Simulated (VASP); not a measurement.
Level of theory: PBE GGA, VASP's PBE PAW potentials (set 64) (plane waves; VASP).

A VASP calculation is set up with these files.

### KPOINTS
```
Automatic mesh
0
Gamma
6 6 6
0 0 0
```

### POSCAR
```
PbSe
4.3950740
  0.0000000000   0.7071067851   0.7071067851
  0.7071067851   0.0000000000   0.7071067851
  0.7071067851   0.7071067851   0.0000000000
Pb Se
1 1
Direct
  0.0000000000   0.0000000000   0.0000000000
  0.5000000000   0.5000000000   0.5000000000
```

INCAR:
```
SYSTEM = PbSe
PREC = Accurate; ENCUT = 520; LREAL = F
LASPH = T
EDIFF = 1E-6; NELM = 100; ALGO = Normal
LMAXMIX = 4
ISMEAR = 0; SIGMA = 0.05
GGA = PE
LWAVE = T; LCHARG = F
```

POTCAR, in this order: Pb_d Se (PBE.64 set). Program: vasp_std.

Output of the run:

OSZICAR:
```
       N       E                     dE             d eps       ncg     rms          rms(c)
DAV:   1     0.160049858560E+03    0.16005E+03   -0.96807E+03   448   0.146E+03
DAV:   2     0.469582201402E+01   -0.15535E+03   -0.15137E+03   472   0.353E+02
DAV:   3    -0.821157502622E+01   -0.12907E+02   -0.12819E+02   598   0.106E+02
DAV:   4    -0.850968088032E+01   -0.29811E+00   -0.29796E+00   454   0.193E+01
DAV:   5    -0.852039452814E+01   -0.10714E-01   -0.10713E-01   644   0.374E+00    0.271E+00
DAV:   6    -0.820183129996E+01    0.31856E+00   -0.87879E-01   648   0.706E+00    0.149E+00
DAV:   7    -0.819776127991E+01    0.40700E-02   -0.12935E-01   488   0.197E+00    0.839E-01
DAV:   8    -0.820141288224E+01   -0.36516E-02   -0.14231E-02   490   0.153E+00    0.175E-01
DAV:   9    -0.820095547377E+01    0.45741E-03   -0.24933E-03   656   0.553E-01    0.649E-02
DAV:  10    -0.820105352474E+01   -0.98051E-04   -0.24291E-04   496   0.128E-01    0.207E-02
DAV:  11    -0.820105871003E+01   -0.51853E-05   -0.71004E-05   560   0.981E-02    0.506E-03
DAV:  12    -0.820105901245E+01   -0.30241E-06   -0.41544E-06   550   0.165E-02
   1 F= -.82010590E+01 E0= -.82010590E+01  d E =-.110039E-10
```

### OUTCAR
```
------------------------ aborting loop because EDIFF is reached ----------------------------------------
  FORCE on cell =-STRESS in cart. coord.  units (eV):
  Direction    XX          YY          ZZ          XY          YZ          ZX
  --------------------------------------------------------------------------------------
  Total       -0.0029428     -0.0029428     -0.0029428      0.0000000     -0.0000000      0.0000000
  in kB       -0.0785394     -0.0785394     -0.0785394      0.0000000     -0.0000000      0.0000000
  external PRESSURE =      -0.0785394 kB  Pullay stress =       0.0000000 kB
  volume of cell :       60.03
      direct lattice vectors                 reciprocal lattice vectors
     0.000000000  3.107786646  3.107786646    -0.160886205  0.160886205  0.160886205
     3.107786646  0.000000000  3.107786646     0.160886205 -0.160886205  0.160886205
     3.107786646  3.107786646  0.000000000     0.160886205  0.160886205 -0.160886205
  FREE ENERGIE OF THE ION-ELECTRON SYSTEM (eV)
  ---------------------------------------------------
  free  energy   TOTEN  =        -8.2010590124 eV

  energy  without entropy=       -8.2010590124  energy(sigma->0) =       -8.20105901
```
(Selected blocks of OUTCAR.)

The compound is PbSe in the rock salt structure. It was relaxed first.
